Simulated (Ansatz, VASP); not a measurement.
**One calculation of BiB, two programs**

```
B Bi
1.0
     3.63712    0.00000    0.00000
    -1.81856    3.14984    0.00000
     0.00000    0.00000    6.46060
B Bi
2 2
Direct
  0.33333 0.66667 0.00515
  0.66667 0.33333 0.50515
  0.33333 0.66667 0.36985
  0.66667 0.33333 0.86985
```

Change from the starting cell: epitaxial_xy strain -5.9%.

Alike in both runs: task single point; functional PBE; k mesh 12 × 12 × 4; occupations fermi-dirac, width 0.02 eV; no spin polarisation.

|  | VASP | Ansatz |
| --- | --- | --- |
| version | VASP 6.6.1 | Ansatz 0.2.0 |
| potentials or method | VASP PAW PBE potentials, release 64 (B, Bi_d) | plane waves, PAW |
| plane-wave cutoff (eV) | 520 | 420 |
| valence electrons in the cell | 36 | 36 |

```tsv
	VASP	Ansatz	Ansatz less VASP
pressure (GPa)	12.4	12.5	+0.09
largest component of the traceless stress (GPa)	10.88	10.89	+0.008
rms of the force components (eV/Å)	0.022	0.026	+0.0035
```

Atom by atom the forces differ by 0.004 eV/Å (rms over components).
